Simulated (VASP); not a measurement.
Input:

```
NaI
1.0
    0.00000     3.28434     3.28434
    3.28434     0.00000     3.28434
    3.28434     3.28434     0.00000
Na I
1 1
Direct
  0.00000   0.00000   0.00000
  0.50000   0.50000   0.50000
```

Calculation: optB88-vdW, VASP's PBE PAW potentials (set 64) (plane waves; VASP 6.6.1). Numerical set-up: 520 eV cut-off, 7×7×7 Γ-centred mesh, Gaussian smearing of 0.050 eV, potentials Na_pv I.

Unless said otherwise, spin-orbit coupling is left out, though it shifts the bands of the heavy elements here.

### Question
Predict the energy per atom (σ→0), band gap (on the k-mesh) with the smallest direct gap where there is one.

### Answer

| Quantity | Result |
|---|---|
| band gap (on the k-mesh) | 3.52 eV |
| smallest direct gap (on the k-mesh) | 3.52 eV |
| energy per atom (σ→0) | -0.689 eV/atom |

Total energies compare only between runs with the same potentials, cut-off and functional.

The compound is NaI in the rock salt structure. This cell is one point of a volume scan, at 1.06 of the reference volume.
